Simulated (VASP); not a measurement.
Data:

```
TaN
1.0
    2.93994     0.00000     0.00000
   -1.46997     2.54606     0.00000
    0.00000     0.00000     2.89018
Ta N
1 1
Direct
  0.00000   0.00000   0.50000
  0.66667   0.33333   0.00000
```

These are LDA (Ceperley-Alder, Perdew-Zunger), VASP's LDA PAW potentials (set 64) (plane waves; VASP) values and carry that method's errors. Run with 520 eV cut-off, 13×13×11 Γ-centred mesh, first-order Methfessel-Paxton smearing of 0.10 eV, potentials Ta_pv N.

Energy and stress use the plane-wave basis of the starting cell.

The ions, cell shape and volume are relaxed. Which structure does the run end with?

```
TaN
1.0
    2.91223     0.00000     0.00000
   -1.45611     2.52206     0.00000
    0.00000     0.00000     2.85596
Ta N
1 1
Direct
  0.00000   0.00000   0.50000
  0.66667   0.33333   0.00000
```
Space group P-6m2 (187), at a tolerance of 0.03 Å.

How do energy and volume change from the first to the last step?

The energy (σ→0) changes by -11.9 meV/atom and the volume by -3.0 %, in 4 ionic steps.

```tsv
step	E(σ→0) (eV)	max force (eV/Å)	pressure (GPa)	volume (Å³)
1	-24.6945	0.000	-11.12	21.63
2	-24.5452	0.000	36.51	19.37
3	-24.7182	0.000	-0.40	21.00
4	-24.7182	0.000	-0.05	20.98
```

The structure comes from a computed database's TaN entry (P-6m2); how it stands against other phases isn't given here. This run relaxes it. Symmetry was kept, so distortions that lower it aren't found.
